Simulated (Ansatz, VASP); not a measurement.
**CrTeS (1T-CrSTe monolayer): VASP beside Ansatz**

Wanted: the spread between two codes on one cell, functional and k mesh. Of the first pair: The structure shown is the start of the Ansatz relaxation below; VASP solves that cell, so the two are compared at the walk's first step.

Program: Ansatz 0.2.0. Level of theory: plane waves, with VASP 6.6.1 beside it; single point at LDA, DFT+U. Results are calculated unless marked as measured.

**1. The structure**

The cell holds 3 atoms: 1 Te, 1 Cr and 1 S. Its edges and angles: a = 3.365 Å, b = 3.365 Å, c = 37.174 Å, α = 90.0°, β = 90.0°, γ = 120.0°. Vacuum lies along c.

**2. Ansatz: relaxation, LDA, DFT+U**

Ansatz runs on its default PAW (the set named soft_2) files.

The two programs are compared at the cell with which this relaxation starts, whose forces are those of its first step.

The input, input.yaml:

```yaml
crystal:
  lattice:
    - [3.365, 0.0, 0.0]
    - [-1.6825, 2.9141754837, 0.0]
    - [0.0, 0.0, 37.1736110956]
  atoms:
    - { symbol: Te, position: [0.6666666667, 0.3333333333, 0.4586586962] }
    - { symbol: Cr, position: [0.0, 0.0, 0.507180115], spin: 3.0 }
    - { symbol: S, position: [0.3333333333, 0.6666666667, 0.5413413038] }
  periodic: [true, true, false]
magnetization:
  spin_polarized: true
kpoints:
  mp_grid: { grid: [12, 12, 1] }
hamiltonian:
  xc: lda
  hubbard: { sites: [{ species: Cr, l: d, u_eff: 4.0 }] }
scf:
  occupations: { method: fermi_dirac, width: 0.05 }
  convergence: { dr2_threshold: 1.0e-09 }
relax:
  f_tol: 0.004
  max_steps: 90
  cell: {}
output:
  write_potential: true
  write_density: true
  volumetric_format: npy
```

Command:

```bash
ansatz run input.yaml --threads 4 --pin off --max-ram 6144MiB --backend cpu --events-out ev --progress --plain --runs-dir out
```

Numbers of over 12 decimals in the logs are rounded to 6 here.

Output:

```text
Warning: relax.cell: scf.convergence.dr2_threshold = 1e-9 eV is looser than the 1.7552142292e-10 eV advised for a relaxation that steers and ends on the stress (1e-10 eV for each atom of the cell: 3, times the square of relax.cell.stress_2d_tol = 0.05 N/m over 13.1 Å (the atoms' height at the walk's start and 5 Å past either face), 3.824e-2 GPa, over a crystal's default 0.05). What an SCF threshold leaves in a stress goes as its square root, and in the free energy as the threshold itself, and one threshold admits the most on a small cell: [figures from the program's tests cut] Set scf.convergence.dr2_threshold to 1.7552142292e-10 eV or tighter. [rest of the remark cut]
Te: projections on atomic orbitals take those of the free atom [Kr] 4d10 5s2 5p4, of charge +0.00 (hamiltonian.pseudopotentials.projection_atoms); the dataset's partial waves leave at most 7.8e-6 of an orbital's norm unspanned inside its sphere
Cr: projections on atomic orbitals take those of the free atom [Ne] 3s2 3p6 3d5 4s1, of charge +0.00 (hamiltonian.pseudopotentials.projection_atoms); the dataset's partial waves leave at most 7.0e-7 of an orbital's norm unspanned inside its sphere
S: projections on atomic orbitals take those of the free atom [Ne] 3s2 3p4, of charge +0.00 (hamiltonian.pseudopotentials.projection_atoms); the dataset's partial waves leave at most 1.6e-7 of an orbital's norm unspanned inside its sphere
Engine: ansatz 0.2.0, aarch64-unknown-linux-gnu
Pseudopotentials: kind: paw
Pseudopotential: Te, paw, valence charge 16, recommended cutoff 420 eV (normal), Te.paw.azcp
Pseudopotential: Cr, paw, valence charge 14, recommended cutoff 420 eV (normal), Cr.paw.azcp
Pseudopotential: S, paw, valence charge 6, recommended cutoff 420 eV (normal), S.paw.azcp
Functional definition: SPW92
  exchange = slater_x
  correlation = pw_c
Crystal: 3 atoms, lattice volume = 364.532 Å³
Basis set: ecut = 420 eV, 7193 PW (Γ)
Bands: 24, of which v1, the nominal top of the filled ones, is band 18 counted from 1 (17 counted from 0)
Symmetry: 6 space group operations
Space group: P3m1 (ITA 156), of the structure as read, at distance tolerance 7.1e-5 Å
Magnetic group: BNS 156.49 (UNI 1279), of the structure as read, at distance tolerance 7.1e-5 Å
k-points: 19 of 144 (time reversal used)
Non-local potential: Te, projectors of the file, l = 0: 2, l = 1: 2, l = 2: 2, l = 3: 2
Non-local potential: Cr, projectors of the file, l = 0: 3, l = 1: 2, l = 2: 3, l = 3: 1
Non-local potential: S, projectors of the file, l = 0: 2, l = 1: 2, l = 2: 2
PAW form: soft (Blöchl's): semilocal exchange-correlation on the pseudo side does not see the compensation charge
PAW frozen core: Te, regenerated for the run's functional, and the local potential with it (the file was generated under x = pbe(κ = 0.804, μ = 0.219515), c = pbe(β = 0.066725))
PAW frozen core: Cr, regenerated for the run's functional, and the local potential with it (the file was generated under x = pbe(κ = 0.804, μ = 0.219515), c = pbe(β = 0.066725))
PAW frozen core: S, regenerated for the run's functional, and the local potential with it (the file was generated under x = pbe(κ = 0.804, μ = 0.219515), c = pbe(β = 0.066725))
PAW one-centre angular grid: Te, 590 points (default); XC on 64 Gauss nodes
PAW one-centre angular grid: Cr, 590 points (default); XC on 64 Gauss nodes
PAW one-centre angular grid: S, 110 points (default); XC on 64 Gauss nodes
Initial density: superposition of atomic densities (neutral atoms: chi_scale 0, normalization atom)
Starting moments: Σ|m| = 3 μB on 1 of 3 sites
Initial wavefunctions: pseudopotential atomic-orbital guess
Functional: x = slater, c = lda
SCF iter   1: F=—  HF=-11018.835176 eV  |F-HF|=—  |Δ(HF+E_count)|=         —  Δρ=2.40e-2 (↑2.31e-2 ↓2.40e-2)  dr2=9.62e0  dr2_m=8.43e-2  M=2.535 μB ∫|m|=3.232 μB  β_m=1.00  ethr=3.10e-3  ⟨swp⟩=18.3  Hψ=8585  notcnv=0
preconditioner: auto → none  [metal: Δε(μ)=0.012 eV  Ē_g=9.223 eV  σ=0.050 eV  W_gap=0.06  n_scr=20 (ndim 8)  ℏωp=8.3 eV  f_vac=0.800  D(μ)=2.35/eV (n_scr^D=12)  sad-step TF]
SCF iter   2: F=—  HF=-11017.717228 eV  |F-HF|=—  |Δ(HF+E_count)|=    1.12e0  Δρ=1.59e-2 (↑1.59e-2 ↓1.01e-2)  dr2=2.48e0  dr2_m=4.64e-1  M=2.828 μB ∫|m|=3.795 μB  β_m=1.00  ethr=3.10e-3  ⟨swp⟩=4.4  Hψ=2639  notcnv=0  defer=39
[...]
SCF iter   3: F=—  HF=-11019.209319 eV  |F-HF|=—  |Δ(HF+E_count)|=    1.40e0  Δρ=1.44e-2 (↑1.44e-2 ↓7.26e-3)  dr2=2.44e1  dr2_m=1.15e-1  M=2.377 μB ∫|m|=3.962 μB  β_m=0.30  ethr=3.10e-3  ⟨swp⟩=6.6  Hψ=3442  notcnv=0  defer=29
SCF iter   4: F=—  HF=-11017.789538 eV  |F-HF|=—  |Δ(HF+E_count)|=    1.42e0  Δρ=4.28e-3 (↑4.28e-3 ↓3.45e-3)  dr2=3.48e-1  dr2_m=3.70e-3  M=2.896 μB ∫|m|=3.906 μB  β_m=1.00  ethr=3.10e-3  ⟨swp⟩=5.2  Hψ=2221  notcnv=0  defer=27
SCF iter   5: F=—  HF=-11017.795113 eV  |F-HF|=—  |Δ(HF+E_count)|=   5.58e-3  Δρ=2.24e-3 (↑2.24e-3 ↓1.85e-3)  dr2=2.02e-2  dr2_m=3.61e-3  M=2.887 μB ∫|m|=3.971 μB  β_m=1.00  ethr=9.66e-4  ⟨swp⟩=3.4  Hψ=1914  notcnv=0  defer=32
[...]
SCF iter  14: F=—  HF=-11017.851015 eV  |F-HF|=—  |Δ(HF+E_count)|=   2.51e-6  Δρ=1.92e-5 (↑1.51e-5 ↓1.92e-5)  dr2=1.35e-5  dr2_m=2.00e-7  M=2.889 μB ∫|m|=3.944 μB  β_m=0.65  ethr=1.04e-7  ⟨swp⟩=2.8  Hψ=1731  notcnv=0  defer=33
SCF iter  15: F=—  HF=-11017.851012 eV  |F-HF|=—  |Δ(HF+E_count)|=   3.07e-6  Δρ=1.08e-5 (↑1.08e-5 ↓6.55e-6)  dr2=5.56e-7  dr2_m=2.05e-7  M=2.889 μB ∫|m|=3.943 μB  β_m=0.61  ethr=3.76e-8  ⟨swp⟩=3.7  Hψ=1963  notcnv=0  defer=33
SCF iter  16: F=—  HF=-11017.851012 eV  |F-HF|=—  |Δ(HF+E_count)|=   5.45e-8  Δρ=1.70e-6 (↑1.29e-6 ↓1.70e-6)  dr2=3.73e-8  dr2_m=3.24e-9  M=2.889 μB ∫|m|=3.943 μB  β_m=0.56  ethr=1.54e-9  ⟨swp⟩=3.4  Hψ=1901  notcnv=0  defer=33
SCF iter  17: F=—  HF=-11017.851012 eV  |F-HF|=—  |Δ(HF+E_count)|=   3.26e-9  Δρ=4.64e-7 (↑4.64e-7 ↓4.62e-7)  dr2=2.27e-9  dr2_m=2.85e-10  M=2.889 μB ∫|m|=3.943 μB  β_m=0.69  ethr=1.04e-10  ⟨swp⟩=3.3  Hψ=1586  notcnv=0  defer=33
SCF iter  18: F=—  HF=-11017.851012 eV  |F-HF|=—  |Δ(HF+E_count)|=  7.29e-10  Δρ=3.25e-7 (↑3.25e-7 ↓1.84e-7)  dr2=3.17e-9  dr2_m=5.99e-11  M=2.889 μB ∫|m|=3.943 μB  β_m=0.63  ethr=2.78e-12  ⟨swp⟩=3.8  Hψ=2160  notcnv=0
SCF iter  19: F=—  HF=-11017.851012 eV  |F-HF|=—  |Δ(HF+E_count)|=  3.55e-10  Δρ=3.46e-7 (↑3.46e-7 ↓1.40e-7)  dr2=7.46e-9  dr2_m=7.58e-11  M=2.889 μB ∫|m|=3.943 μB  β_m=0.42  ethr=6.30e-12  ⟨swp⟩=2.3  Hψ=1181  notcnv=0  defer=33
SCF iter  20: F=—  HF=-11017.851012 eV  |F-HF|=—  |Δ(HF+E_count)|=  4.93e-10  Δρ=1.72e-7 (↑1.72e-7 ↓7.45e-8)  dr2=1.00e-9  dr2_m=1.56e-11  M=2.889 μB ∫|m|=3.943 μB  β_m=0.37  ethr=2.78e-12  ⟨swp⟩=1.9  Hψ=2429  notcnv=0
iter 21 did not close the SCF: its close was put off for the exchange–correlation potential of the local minority spin (scf_convergence_deferred on its scf_iter line)
SCF iter  21: F=-11017.851012 eV  HF=-11017.851012 eV  |F-HF|=1.55e-10  |Δ(HF+E_count)|=  1.47e-10  Δρ=4.82e-8 (↑4.82e-8 ↓3.51e-8)  dr2=9.20e-11  dr2_m=2.54e-12  M=2.889 μB ∫|m|=3.943 μB  β_m=0.58  ethr=2.78e-12  ⟨swp⟩=2.0  Hψ=1214  notcnv=0
SCF iter  22: F=-11017.851012 eV  HF=-11017.851012 eV  |F-HF|=8.37e-11  |Δ(HF+E_count)|=   5.77e-9  Δρ=2.66e-8 (↑2.66e-8 ↓1.34e-8)  dr2=8.15e-12  dr2_m=4.72e-13  M=2.889 μB ∫|m|=3.943 μB  ethr=1.00e-12  ⟨swp⟩=1.7  Hψ=2439  notcnv=0
SCF 1 converged in 22 iterations: F = -11017.851012 eV  dr2 = 8.15e-12
a single-point calculation of the run's input, under the relaxation's own `scf.mixing.negative_modes` where the relaxation goes by `scf.lower_state_search: light` itself or types `scf.max_iter`, was made at the relaxed geometry, from the atoms, in 22 SCF iterations in all. It converged -0.0 meV from the relaxation's final energy, with moments (-0.13, 2.94, -0.25 Bohr magnetons, atom by atom), which does not count as lower, and the relaxation's result stands. No further magnetic order was relaxed to its end, and one can end lower (see `relax.adjacent_minimum`).
SCF converged after 10 iterations
an eigenvalue changed by more than its tolerance at an iteration that met the thresholds in force, so the SCF went on 2 times, its first undamped step at iteration 8: the last check found none over its tolerance
Magnetization: 2.8888 μB (19.4444 up, 16.5556 down)
Absolute magnetization: 3.9438 μB (∫|ρ↑−ρ↓|, with the PAW one-centre terms)
Spin contamination: 0.3532 ħ² per cell (⟨S²⟩ above its minimum at these occupations)
Per-site moments (μB) at R_I (Å): [(-0.126786, 1.158541), (2.937871, 0.954147), (-0.247902, 0.954147)]
Free energy (F): -11017.851012 eV
Harris-Foulkes:  -11017.851012 eV  (|F-HF|=1.64e-10)
Internal energy: -11017.845097 eV  (E = F + TS)
E sigma→0 (E₀):  -11017.848054 eV
Entropy (-TS):   -0.005915 eV (-1.972 meV/atom)
Fermi energy:    -5.555183 eV
--- Per-component energies (eV) ---
  E_band       = -1048.702494
  E_kinetic    = 631.742630
  E_local      = -94106.008989  (includes V_loc(G=0)·N_el)
  E_nonlocal   = -187.385523
  E_hartree    = 46809.485624
  E_xc         = -357.457472
  E_vxc        = -368.765171  (∫ρ·V_xc dr)
  E_hubbard    = 2.276674  (on-site DFT+U / exact-exchange correction)
  E_vhub       = -5.191196  (the Hubbard potential's part of the band-sum identity)
  E_paw        = -6222.829429  (= ΣΔE_a)
  E_vpaw       = -632.065388  (= ΣTr[D̂ρ^β])
  E_aug_tail   = 0.000160  (compensation charges beyond the density's cutoff)
  E_ewald      = 42411.134245
  E_core_change = 1.196983  (= ΣΔE_core)
  E_smearing   = -0.005915  (= −TS)
  E_closure    = 0.000000  (closes the sum)
  Σ components = -11017.851012   (vs F -11017.851012, Δ=0.00e0)
--- Forces (eV/Å), atoms counted from 1 ---
  atom   1  Te    -0.00000000    -0.00000000    -0.00148273
  atom   2  Cr     0.00000000    -0.00000000     0.00201102
  atom   3  S      0.00000000    -0.00000000    -0.00149911
  max |Σ_I F_I| component: 9.71e-4 eV/Å
--- 2D stress c σ (N/m, compression-positive) ---
       -0.005502       0.000000       0.000000
       -0.000000      -0.005502       0.000000
        0.000000       0.000000      -0.000000
  P = ½ c Tr σ = -0.0055 N/m
--- Band table (eV; the first three rows and the last of 38) ---
  k-point 0 ↑: bands = [... 14 lower, -8.8541, -8.2158, -8.2158, -6.2188, -3.9674, -3.9674, -2.3607, -2.3607, ... 2 higher]
  k-point 1 ↑: bands = [... 14 lower, -8.8418, -8.2581, -8.1623, -6.2402, -4.3441, -4.0533, -3.0470, -2.5330, ... 2 higher]
  k-point 2 ↑: bands = [... 14 lower, -8.8700, -8.3572, -8.1045, -6.4140, -5.2328, -4.3346, -4.0715, -2.8776, ... 2 higher]
  k-point 18 ↓: bands = [... 14 lower, -8.7974, -7.4980, -7.2742, -2.8695, -2.4277, -2.0094, -1.3410, -1.0971, ... 2 higher]
  the weakly bound empty levels are not read free of the cell's end (hubbard_term)
--- Relaxed structure (5 steps of the walk, 5 accepted, 1 SCFs on fresh bases) ---
  F+E_penalty+E_count = -11017.85101210 eV   max|allowed force component| = 2.335e-3 eV/Å   (the final SCF, on the basis selected at the relaxed cell)
  cell:  # Å, volume = 369.8392 Å³
    - [3.389407, 0, 0]
    - [-1.694704, 2.935313, 0]
    - [0, 0, 37.1736110956]
  atoms:
    - { symbol: Te, position: [0.666667, 0.333333, 0.455204] }
    - { symbol: Cr, position: [1.814861484022468e-18, 0, 0.509400] }
    - { symbol: S, position: [0.333333, 0.666667, 0.542576] }
```

(Continued in part 2 of 2.)

[Lines on the potential files, build, host, timing and source positions are cut from VASP's logs without a mark.]

[Logs are printed without paths, hosts, clocks, repeated set-up lines and the standing remarks that a program may print on its own settings, such as how far it seeks lower states.]

[Hosts, paths, dates, database ids (printed as entryN), source tags and the programs' standing remarks are cut or masked in the printed files.]
